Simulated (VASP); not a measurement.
Wanted: the native input for a VASP 6.6.1 run.

* Task: density of states
* Functional: LDA
* Potentials or basis: VASP PAW LDA potentials, release 64 (Ga_d, Pt)
* Cutoff: 520 eV
* k mesh: 6 × 6 × 6
* Occupations: gaussian, width 0.1 eV
* Spin: no spin polarisation
* Dipole correction: no
* k mesh for the DOS: 9 × 9 × 9
* Occupations for the DOS: tetrahedron
* Further INCAR settings: ALGO = Fast; EDIFF = 1e-06; NBANDS = 30

Crystal: GaPt3.

```
CELL_PARAMETERS angstrom
3.90988 0.00000 0.00000
0.00000 3.90988 0.00000
0.00000 0.00000 3.90988
ATOMIC_POSITIONS crystal
Ga 0.00000 0.00000 0.00000
Pt 0.00000 0.50000 0.50000
Pt 0.50000 0.50000 0.00000
Pt 0.50000 0.00000 0.50000
```

The cell comes from a database or a generator and needn't be the stable form of this composition.

One way to write it, as run:

POSCAR

```
GaPt3
1.0
    3.9098775800      0.0000000000      0.0000000000
    0.0000000000      3.9098775800      0.0000000000
    0.0000000000      0.0000000000      3.9098775800
Ga Pt
1 3
Direct
    0.0000000000      0.0000000000      0.0000000000
    0.0000000000      0.5000000000      0.5000000000
    0.5000000000      0.5000000000      0.0000000000
    0.5000000000      0.0000000000      0.5000000000
```

INCAR.step1

```
  PREC = Accurate
  ENCUT = 520
  EDIFF = 1E-6
  ISMEAR = 0
  SIGMA = 0.1
  LREAL = F
  LASPH = T
  NELM = 100
  ALGO = Fast
  ISIF = 2
  LWAVE = F
  LCHARG = T
  LMAXMIX = 4
  NBANDS = 30
```

KPOINTS.step1

```
regular mesh
0
Gamma
  6 6 6
```

INCAR.step2

```
  PREC = Accurate
  ENCUT = 520
  EDIFF = 1E-6
  ISMEAR = -5
  SIGMA = 0.1
  LREAL = F
  LASPH = T
  NELM = 100
  ALGO = Fast
  ISIF = 2
  LWAVE = F
  LCHARG = F
  LMAXMIX = 4
  LORBIT = 10
  NBANDS = 30
  NEDOS = 1001
  ICHARG = 11
```

KPOINTS.step2

```
regular mesh
0
Gamma
  9 9 9
```

Potentials or basis: VASP PAW LDA potentials, release 64 (Ga_d, Pt).

The run is started by

```console
$ cat potpaw_LDA.64/Ga_d/POTCAR potpaw_LDA.64/Pt/POTCAR > POTCAR
$ cp INCAR.step1 INCAR
$ cp KPOINTS.step1 KPOINTS
$ mpirun -np 1 vasp_std > vasp.out
$ cp INCAR.step2 INCAR
$ cp KPOINTS.step2 KPOINTS
$ mpirun -np 1 vasp_std > vasp.out
```

It gave:

| Property | Result |
| --- | --- |
| Valence electrons inside the program's atomic spheres | Ga 11.60; Pt 9.35 |

Run time: 43 s on 1 thread of AMD EPYC 9R45 96-Core Processor (Zen 5) (shared host), peak memory 0.15 GiB.
